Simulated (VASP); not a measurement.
Output of a VASP run:

**OUTCAR**
```
 ion  position               nearest neighbor table
   1  0.000  0.000  0.000-   3 2.24   4 2.24   5 2.24   3 2.24   4 2.24   5 2.24   6 3.17   7 3.17
                             8 3.17   7 3.17   6 3.17   8 3.17   8 3.17   8 3.17   6 3.17   7 3.17
   2  0.500  0.500  0.500-   6 2.24   7 2.24   8 2.24   6 2.24   7 2.24   8 2.24
   3  0.000  0.000  0.500-   1 2.24   7 2.24   8 2.24   1 2.24   8 2.24   7 2.24
   4  0.000  0.500  0.000-   1 2.24   6 2.24   8 2.24   8 2.24   1 2.24   6 2.24
   5  0.500  0.000  0.000-   1 2.24   6 2.24   7 2.24   7 2.24   6 2.24   1 2.24
   6  0.500  0.500  0.000-   2 2.24   4 2.24   5 2.24   2 2.24   5 2.24   4 2.24   1 3.17   7 3.17
                             8 3.17   1 3.17   7 3.17   7 3.17   7 3.17   1 3.17   8 3.17   8 3.17
   7  0.500  0.000  0.500-   2 2.24   3 2.24   5 2.24   5 2.24   2 2.24   3 2.24   1 3.17   1 3.17
                             6 3.17   6 3.17   6 3.17   8 3.17   6 3.17   1 3.17   8 3.17   8 3.17
   8  0.000  0.500  0.500-   2 2.24   3 2.24   4 2.24   4 2.24   3 2.24   2 2.24   1 3.17   1 3.17
                             6 3.17   1 3.17   6 3.17   7 3.17   1 3.17   7 3.17   6 3.17   7 3.17
  LATTYP: Found a simple cubic cell.
 ALAT       =     4.4818530816
 Subroutine PRICEL returns:
 Original cell was already a primitive cell.
 Subroutine GETGRP returns: Found 48 space group operations
The static configuration has the point symmetry O_h .
The dynamic configuration has the point symmetry O_h .
 Subroutine INISYM returns: Found 48 space group operations
 Subroutine IBZKPT returns following result:
 Found     35 irreducible k-points:

 Following reciprocal coordinates:
            Coordinates               Weight
  0.000000  0.000000  0.000000      1.000000
  0.125000  0.000000  0.000000      6.000000
  0.250000  0.000000  0.000000      6.000000
  0.375000  0.000000  0.000000      6.000000
  0.500000  0.000000  0.000000      3.000000
  0.125000  0.125000  0.000000     12.000000
  0.250000  0.125000  0.000000     24.000000
  0.375000  0.125000  0.000000     24.000000
  0.500000  0.125000  0.000000     12.000000
  0.250000  0.250000  0.000000     12.000000
  0.375000  0.250000  0.000000     24.000000
  0.500000  0.250000  0.000000     12.000000
  0.375000  0.375000  0.000000     12.000000
  0.500000  0.375000  0.000000     12.000000
  0.500000  0.500000  0.000000      3.000000
  0.125000  0.125000  0.125000      8.000000
  0.250000  0.125000  0.125000     24.000000
  0.375000  0.125000  0.125000     24.000000
  0.500000  0.125000  0.125000     12.000000
  0.250000  0.250000  0.125000     24.000000
  0.375000  0.250000  0.125000     48.000000
  0.500000  0.250000  0.125000     24.000000
  0.375000  0.375000  0.125000     24.000000
  0.500000  0.375000  0.125000     24.000000
  0.500000  0.500000  0.125000      6.000000
  0.250000  0.250000  0.250000      8.000000
  0.375000  0.250000  0.250000     24.000000
  0.500000  0.250000  0.250000     12.000000
  0.375000  0.375000  0.250000     24.000000
  0.500000  0.375000  0.250000     24.000000
  0.500000  0.500000  0.250000      6.000000
  0.375000  0.375000  0.375000      8.000000
  0.500000  0.375000  0.375000     12.000000
  0.500000  0.500000  0.375000      6.000000
  0.500000  0.500000  0.500000      1.000000
   k-points           NKPTS =     35   k-points in BZ     NKDIM =     35   number of bands    NBANDS=     36
   number of dos      NEDOS =    601   number of ions     NIONS =      8
   total plane-waves  NPLWV =  46656
   dimension x,y,z NGX =    36 NGY =   36 NGZ =   36
   dimension x,y,z NGXF=    72 NGYF=   72 NGZF=   72
   ions per type =               1   4   3
   PREC   = accura    normal or accurate (medium, high low for compatibility)
   ISTART =      0    job   : 0-new  1-cont  2-samecut
   ICHARG =      2    charge: 1-file 2-atom 10-const
   ISPIN  =      1    spin polarized calculation?
   LNONCOLLINEAR =      F non collinear calculations
   LSORBIT =      F    spin-orbit coupling
   INIWAV =      1    electr: 0-lowe 1-rand  2-diag
   ENCUT  =  520.0 eV  38.22 Ry    6.18 a.u.   8.33  8.33  8.33*2*pi/ulx,y,z
   NELM   =    100;   NELMIN=  2; NELMDL= -5     # of ELM steps
   EDIFF  = 0.1E-06   stopping-criterion for ELM
   LREAL  =      F    real-space projection
   NLSPLINE    = F    spline interpolate recip. space projectors
   LMAXMIX     =    6 max onsite mixed and CHGCAR
...
```

OSZICAR:
```
       N       E                     dE             d eps       ncg     rms          rms(c)
DAV:   1     0.611175046316E+03    0.61118E+03   -0.30575E+04  2520   0.175E+03
DAV:   2    -0.755581338594E+01   -0.61873E+03   -0.60734E+03  2688   0.542E+02
DAV:   3    -0.965206307743E+02   -0.88965E+02   -0.85494E+02  3532   0.148E+02
DAV:   4    -0.100925972901E+03   -0.44053E+01   -0.43067E+01  3816   0.374E+01
DAV:   5    -0.101029111272E+03   -0.10314E+00   -0.90104E-01  3516   0.439E+00    0.928E+01
DAV:   6    -0.890953981630E+02    0.11934E+02   -0.78629E+01  3408   0.432E+01    0.740E+01
DAV:   7    -0.888388698801E+02    0.25653E+00   -0.57378E+00  3752   0.151E+01    0.422E+01
DAV:   8    -0.887696002548E+02    0.69270E-01   -0.86995E-01  3544   0.811E+00    0.977E+00
DAV:   9    -0.887240764780E+02    0.45524E-01   -0.26329E-01  3536   0.409E+00    0.261E+00
DAV:  10    -0.887222858059E+02    0.17907E-02   -0.11819E-02  3376   0.693E-01    0.114E+00
DAV:  11    -0.887219583160E+02    0.32749E-03   -0.29259E-03  3468   0.286E-01    0.550E-02
DAV:  12    -0.887219519285E+02    0.63876E-05   -0.17363E-04  3616   0.104E-01    0.651E-02
DAV:  13    -0.887219493185E+02    0.26100E-05   -0.16232E-05  3368   0.235E-02    0.135E-02
DAV:  14    -0.887219491803E+02    0.13822E-06   -0.13645E-06  3432   0.830E-03    0.131E-02
DAV:  15    -0.887219487399E+02    0.44033E-06   -0.11034E-07  2044   0.254E-03    0.242E-03
DAV:  16    -0.887219486544E+02    0.85533E-07   -0.52718E-08  1868   0.223E-03
   1 F= -.88721949E+02 E0= -.88721949E+02  d E =0.000000E+00
```

**OUTCAR**
```
------------------------ aborting loop because EDIFF is reached ----------------------------------------
  FORCE on cell =-STRESS in cart. coord.  units (eV):
  Direction    XX          YY          ZZ          XY          YZ          ZX
  --------------------------------------------------------------------------------------
  Total       -0.1367617     -0.1367617     -0.1367617      0.0000000      0.0000000     -0.0000000
  in kB       -2.4338965     -2.4338965     -2.4338965      0.0000000      0.0000000     -0.0000000
  external PRESSURE =      -2.4338965 kB  Pullay stress =       0.0000000 kB
  volume of cell :       90.03
      direct lattice vectors                 reciprocal lattice vectors
     4.481853082  0.000000000  0.000000000     0.223121995  0.000000000  0.000000000
     0.000000000  4.481853082  0.000000000     0.000000000  0.223121995  0.000000000
     0.000000000  0.000000000  4.481853082     0.000000000  0.000000000  0.223121995
 POSITION                                       TOTAL-FORCE (eV/Angst)
 -----------------------------------------------------------------------------------
      0.00000      0.00000      0.00000         0.000000      0.000000      0.000000
      2.24093      2.24093      2.24093         0.000000      0.000000      0.000000
      0.00000      0.00000      2.24093         0.000000      0.000000      0.000000
      0.00000      2.24093      0.00000         0.000000      0.000000      0.000000
      2.24093      0.00000      0.00000         0.000000      0.000000      0.000000
      2.24093      2.24093      0.00000         0.000000      0.000000      0.000000
      2.24093      0.00000      2.24093         0.000000      0.000000      0.000000
      0.00000      2.24093      2.24093         0.000000      0.000000      0.000000
 -----------------------------------------------------------------------------------
    total drift:                                0.000000      0.000000      0.000000
  FREE ENERGIE OF THE ION-ELECTRON SYSTEM (eV)
  ---------------------------------------------------
  free  energy   TOTEN  =       -88.7219486544 eV

  energy  without entropy=      -88.7219486544  energy(sigma->0) =      -88.72194865

 total charge

# of ion       s       p       d       tot
------------------------------------------
    1        2.202   6.260   1.300   9.762
    2        1.229   2.513   0.000   3.742
    3        1.232   2.493   0.000   3.724
    4        1.232   2.493   0.000   3.724
    5        1.232   2.493   0.000   3.724
    6        0.303   6.617   1.769   8.689
    7        0.303   6.617   1.769   8.689
    8        0.303   6.617   1.769   8.689
--------------------------------------------------
tot          8.035  36.102   6.608  50.745
```
(Selected blocks of OUTCAR.)

POSCAR:
```
Hf3ScN4
1
    4.4818530816     0.0000000000     0.0000000000
   -0.0000000000     4.4818530816     0.0000000000
   -0.0000000000    -0.0000000000     4.4818530816
Sc N Hf
1 4 3
Direct
  0.0000000000   0.0000000000   0.0000000000
  0.5000000000   0.5000000000   0.5000000000
  0.0000000000   0.0000000000   0.5000000000
  0.0000000000   0.5000000000   0.0000000000
  0.5000000000   0.0000000000   0.0000000000
  0.5000000000   0.5000000000   0.0000000000
  0.5000000000   0.0000000000   0.5000000000
  0.0000000000   0.5000000000   0.5000000000
```

Problem. Reconstruct the remaining input files.

Solution. This is not unique; one that fits is the input of the run itself, PBEsol GGA, plane waves, VASP's PBE PAW potentials (set 64).

File KPOINTS:
```
Automatic mesh
0
Gamma
8 8 8
0 0 0
```

INCAR:
```
# general
SYSTEM =Hf3ScN4
PREC   =Accurate
ENCUT  =520
LREAL  =.False.
LASPH  =.True.

# electronic loop
EDIFF  =1E-7
NELM   =100
ALGO   =Normal
LMAXMIX=6

# smearing
ISMEAR =-5

# functional
GGA    =PS

# ions
ISIF   =2

# output
LWAVE  =.False.
LCHARG =.True.
LORBIT =11
NEDOS  =601

# other
LEFG   =.True.
```

POTCAR, in this order: Sc_sv N Hf_pv (PBE.64 set). Program: vasp_std.

For a metal the tetrahedron method with Blöchl corrections gives inexact stress and forces.

The structure was generated: Hf3ScN4 was put into an ordered model structure (Pm-3m), which need not be its known phase. It was relaxed first. The electron count is odd and the run is not spin-polarised, which forces a metal.
